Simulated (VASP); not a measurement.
```yaml
crystal:
  lattice:
    - [1.77000, -3.06573, 0.00000]
    - [1.77000, 3.06573, 0.00000]
    - [0.00000, 0.00000, 6.01000]
  atoms:
    - { symbol: Ti, position: [0.00000, 0.00000, 0.00000] }
    - { symbol: Se, position: [0.33333, 0.66667, 0.25500] }
    - { symbol: Se, position: [0.66667, 0.33333, 0.74500] }
```

The base run (VASP): PBE GGA, plane waves, VASP's PBE PAW potentials (set 64). Settings: 400 eV cut-off, 9×9×5 Γ-centred mesh, first-order Methfessel-Paxton smearing of 0.10 eV, potentials Ti_sv Se.

One setting is varied; ΔE counts from the most expensive setting. The base run took about 20 core-seconds. Times come from single runs on busy shared machines, so they are rough: good to a factor of about 2.

Pressures at a finite cut-off, here 400 eV, hold a Pulay part, which wasn't tested here.

| setting | cost over the base run | electronic steps | ΔE (meV/atom) | pressure (GPa) |
|---|---|---|---|---|
| KPOINTS 4×4×2 Γ-centred mesh | about 1/3 | 16 | 32.7 | 1.07 |
| KPOINTS 1×1×1 Γ-centred mesh | about 1/3 | 31 | 4397.8 | 40.56 |
| KPOINTS 5×5×3 Γ-centred mesh | about 1/3 | 15 | 11.4 | 1.05 |
| base run | reference | 15 | -1.5 | 1.17 |
| KPOINTS 12×12×7 Γ-centred mesh | about 2 times | 15 | -0.7 | 1.25 |
| KPOINTS 14×14×8 Γ-centred mesh | about 3 times | 15 | -0.2 | 1.26 |
| KPOINTS 15×15×8 Γ-centred mesh | about 3 times | 15 | 0.0 | 1.26 |

Left out are runs that failed, have no time on record or changed the cell.

The compound is TiSe2 in the 1T layered structure. The cell was not relaxed at this level.
